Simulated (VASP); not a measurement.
Given:

```xyz
6
Lattice="4.4545 0.0000 0.0000 0.0000 4.4545 0.0000 0.0000 0.0000 2.9941" Properties=species:S:1:pos:R:3 pbc="T T T"
Mg     0.0000     0.0000     0.0000
Mg     2.2272     2.2272     1.4970
H      1.3553     1.3553     2.9941
H      3.5825     0.8719     1.4970
H      0.8719     3.5825     1.4970
H      3.0992     3.0992     0.0000
```

Method: TPSS meta-GGA, VASP's PBE PAW potentials (set 64) (plane waves; VASP). Run with 520 eV cut-off, 6×6×8 Γ-centred mesh, tetrahedra with Blöchl corrections, potentials Mg H.

The path is coarsely sampled, so an indirect gap can come out somewhat too large.

Question: Tabulate the total density of states (states/eV per cell) against energy (eV; zero at the valence-band maximum or, without a gap, the Fermi level).

Answer: 
```json
[
 {"E (eV)": "-8.57", "DOS (states/eV)": "0.00"},
 {"E (eV)": "-8.38", "DOS (states/eV)": "0.00"},
 {"E (eV)": "-8.20", "DOS (states/eV)": "0.00"},
 {"E (eV)": "-7.92", "DOS (states/eV)": "0.00"},
 {"E (eV)": "-7.73", "DOS (states/eV)": "0.00"},
 {"E (eV)": "-7.54", "DOS (states/eV)": "0.00"},
 {"E (eV)": "-7.36", "DOS (states/eV)": "0.00"},
 {"E (eV)": "-7.17", "DOS (states/eV)": "0.00"},
 {"E (eV)": "-6.89", "DOS (states/eV)": "0.00"},
 {"E (eV)": "-6.70", "DOS (states/eV)": "0.00"},
 {"E (eV)": "-6.52", "DOS (states/eV)": "0.03"},
 {"E (eV)": "-6.33", "DOS (states/eV)": "0.21"},
 {"E (eV)": "-6.15", "DOS (states/eV)": "0.28"},
 {"E (eV)": "-5.87", "DOS (states/eV)": "0.39"},
 {"E (eV)": "-5.68", "DOS (states/eV)": "0.46"},
 {"E (eV)": "-5.49", "DOS (states/eV)": "0.49"},
 {"E (eV)": "-5.31", "DOS (states/eV)": "0.54"},
 {"E (eV)": "-5.12", "DOS (states/eV)": "0.59"},
 {"E (eV)": "-4.84", "DOS (states/eV)": "0.68"},
 {"E (eV)": "-4.65", "DOS (states/eV)": "0.73"},
 {"E (eV)": "-4.47", "DOS (states/eV)": "0.78"},
 {"E (eV)": "-4.28", "DOS (states/eV)": "0.84"},
 {"E (eV)": "-4.10", "DOS (states/eV)": "0.97"},
 {"E (eV)": "-3.82", "DOS (states/eV)": "1.05"},
 {"E (eV)": "-3.63", "DOS (states/eV)": "1.09"},
 {"E (eV)": "-3.44", "DOS (states/eV)": "1.17"},
 {"E (eV)": "-3.26", "DOS (states/eV)": "1.11"},
 {"E (eV)": "-3.07", "DOS (states/eV)": "1.12"},
 {"E (eV)": "-2.79", "DOS (states/eV)": "1.27"},
 {"E (eV)": "-2.60", "DOS (states/eV)": "1.51"},
 {"E (eV)": "-2.42", "DOS (states/eV)": "1.75"},
 {"E (eV)": "-2.23", "DOS (states/eV)": "1.77"},
 {"E (eV)": "-2.05", "DOS (states/eV)": "1.18"},
 {"E (eV)": "-1.77", "DOS (states/eV)": "1.26"},
 {"E (eV)": "-1.58", "DOS (states/eV)": "1.21"},
 {"E (eV)": "-1.39", "DOS (states/eV)": "1.47"},
 {"E (eV)": "-1.21", "DOS (states/eV)": "1.73"},
 {"E (eV)": "-1.02", "DOS (states/eV)": "3.00"},
 {"E (eV)": "-0.74", "DOS (states/eV)": "3.55"},
 {"E (eV)": "-0.55", "DOS (states/eV)": "2.62"},
 {"E (eV)": "-0.37", "DOS (states/eV)": "2.67"},
 {"E (eV)": "-0.18", "DOS (states/eV)": "1.47"},
 {"E (eV)": "0.10", "DOS (states/eV)": "0.00"},
 {"E (eV)": "0.28", "DOS (states/eV)": "0.00"},
 {"E (eV)": "0.47", "DOS (states/eV)": "0.00"},
 {"E (eV)": "0.66", "DOS (states/eV)": "0.00"},
 {"E (eV)": "0.84", "DOS (states/eV)": "0.00"},
 {"E (eV)": "1.12", "DOS (states/eV)": "0.00"},
 {"E (eV)": "1.31", "DOS (states/eV)": "0.00"},
 {"E (eV)": "1.50", "DOS (states/eV)": "0.00"},
 {"E (eV)": "1.68", "DOS (states/eV)": "0.00"},
 {"E (eV)": "1.87", "DOS (states/eV)": "0.00"},
 {"E (eV)": "2.15", "DOS (states/eV)": "0.00"},
 {"E (eV)": "2.34", "DOS (states/eV)": "0.00"},
 {"E (eV)": "2.52", "DOS (states/eV)": "0.00"},
 {"E (eV)": "2.71", "DOS (states/eV)": "0.00"},
 {"E (eV)": "2.89", "DOS (states/eV)": "0.00"},
 {"E (eV)": "3.17", "DOS (states/eV)": "0.00"},
 {"E (eV)": "3.36", "DOS (states/eV)": "0.00"},
 {"E (eV)": "3.55", "DOS (states/eV)": "0.00"},
 {"E (eV)": "3.73", "DOS (states/eV)": "0.00"},
 {"E (eV)": "3.92", "DOS (states/eV)": "0.00"},
 {"E (eV)": "4.20", "DOS (states/eV)": "0.00"},
 {"E (eV)": "4.39", "DOS (states/eV)": "0.11"},
 {"E (eV)": "4.57", "DOS (states/eV)": "0.33"},
 {"E (eV)": "4.76", "DOS (states/eV)": "0.51"},
 {"E (eV)": "4.94", "DOS (states/eV)": "0.68"},
 {"E (eV)": "5.22", "DOS (states/eV)": "1.01"},
 {"E (eV)": "5.41", "DOS (states/eV)": "1.41"},
 {"E (eV)": "5.60", "DOS (states/eV)": "1.86"},
 {"E (eV)": "5.78", "DOS (states/eV)": "2.09"},
 {"E (eV)": "5.97", "DOS (states/eV)": "2.62"},
 {"E (eV)": "6.25", "DOS (states/eV)": "2.20"},
 {"E (eV)": "6.44", "DOS (states/eV)": "1.93"},
 {"E (eV)": "6.62", "DOS (states/eV)": "2.00"},
 {"E (eV)": "6.81", "DOS (states/eV)": "1.80"},
 {"E (eV)": "6.99", "DOS (states/eV)": "1.69"},
 {"E (eV)": "7.27", "DOS (states/eV)": "1.78"},
 {"E (eV)": "7.46", "DOS (states/eV)": "1.66"},
 {"E (eV)": "7.65", "DOS (states/eV)": "1.49"}
]
```
Within 2 eV below the valence-band maximum the largest weight inside VASP's projection spheres is H s.

The compound is MgH2 in the rutile structure. It was relaxed first.
